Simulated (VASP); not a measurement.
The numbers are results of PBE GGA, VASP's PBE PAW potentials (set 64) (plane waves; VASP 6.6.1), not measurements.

VASP ran on this input.

File KPOINTS:
```
K-points
0
Gamma
  20 20 20
0 0 0
```

### POSCAR
```
Fe
1
   -1.4168655210     1.4168655210     1.4168655210
    1.4168655210    -1.4168655210     1.4168655210
    1.4168655210     1.4168655210    -1.4168655210
Fe
1
Direct
  0.0000000000   0.0000000000   0.0000000000
```

### INCAR
```
SYSTEM = Fe
PREC = Normal; ENCUT = 400; LREAL = .FALSE.
LASPH = .TRUE.
EDIFF = 1E-5; NELM = 100; NELMIN = 4
ALGO = Fast; LMAXMIX = 4
ISMEAR = 1; SIGMA = 0.1
GGA = PE
ISPIN = 2; MAGMOM = 2.5
IBRION = 2; NSW = 20; ISIF = 2
EDIFFG = -0.03
LWAVE = .FALSE.; LCHARG = .FALSE.; LORBIT = 10
```

POTCAR, in this order: Fe (PBE.64 set). Program: vasp_std.

The run wrote:

File OSZICAR:
```
       N       E                     dE             d eps       ncg     rms          rms(c)
DAV:   1     0.121173785986E+02    0.12117E+02   -0.35233E+03  9776   0.880E+02
DAV:   2    -0.900239096039E+01   -0.21120E+02   -0.19712E+02  9335   0.117E+02
DAV:   3    -0.924595328553E+01   -0.24356E+00   -0.24318E+00 10193   0.172E+01
DAV:   4    -0.924710438744E+01   -0.11511E-02   -0.11510E-02 10120   0.110E+00
DAV:   5    -0.924711543787E+01   -0.11050E-04   -0.11050E-04  9962   0.971E-02    0.113E+01
RMM:   6    -0.829814924643E+01    0.94897E+00   -0.40842E+00  9216   0.339E+01    0.605E+00
RMM:   7    -0.825702605502E+01    0.41123E-01   -0.29792E-01  9216   0.103E+01    0.376E+00
RMM:   8    -0.824869287931E+01    0.83332E-02   -0.28337E-02  9216   0.152E+00    0.140E+00
RMM:   9    -0.824266585760E+01    0.60270E-02   -0.43892E-03  9216   0.770E-01    0.342E-01
RMM:  10    -0.824247424553E+01    0.19161E-03   -0.37868E-04  9257   0.270E-01    0.130E-01
RMM:  11    -0.824252197582E+01   -0.47730E-04   -0.22837E-04  9215   0.236E-01    0.999E-02
RMM:  12    -0.824250505761E+01    0.16918E-04   -0.53325E-05  8915   0.122E-01    0.156E-02
RMM:  13    -0.824250732548E+01   -0.22679E-05   -0.64358E-06  5612   0.291E-02
   1 F= -.82425073E+01 E0= -.82423281E+01  d E =-.824251E+01  mag=     2.2096
```

OUTCAR:
```
------------------------ aborting loop because EDIFF is reached ----------------------------------------
  FORCE on cell =-STRESS in cart. coord.  units (eV):
  Direction    XX          YY          ZZ          XY          YZ          ZX
  --------------------------------------------------------------------------------------
  Total       -0.0580500     -0.0580500     -0.0580500      0.0000000     -0.0000000      0.0000000
  in kB       -8.1746115     -8.1746115     -8.1746115      0.0000000     -0.0000000      0.0000000
  external PRESSURE =      -8.1746115 kB  Pullay stress =       0.0000000 kB
  volume of cell :       11.38
      direct lattice vectors                 reciprocal lattice vectors
    -1.416865521  1.416865521  1.416865521     0.000000000  0.352891642  0.352891642
     1.416865521 -1.416865521  1.416865521     0.352891642  0.000000000  0.352891642
     1.416865521  1.416865521 -1.416865521     0.352891642  0.352891642  0.000000000
 POSITION                                       TOTAL-FORCE (eV/Angst)
 -----------------------------------------------------------------------------------
      0.00000      0.00000      0.00000         0.000000     -0.000000     -0.000000
 -----------------------------------------------------------------------------------
    total drift:                               -0.000000      0.000000     -0.000000
  FREE ENERGIE OF THE ION-ELECTRON SYSTEM (eV)
  ---------------------------------------------------
  free  energy   TOTEN  =        -8.2425073255 eV

  energy  without entropy=       -8.2419695486  energy(sigma->0) =       -8.24232807

 total charge

# of ion       s       p       d       tot
------------------------------------------
    1        0.487   0.541   6.235   7.264

 magnetization (x)

# of ion       s       p       d       tot
------------------------------------------
    1       -0.013  -0.056   2.276   2.207

 reached required accuracy - stopping structural energy minimisation
```
(Selected blocks of OUTCAR.)

The compound is Fe in the bcc structure. It was relaxed first.
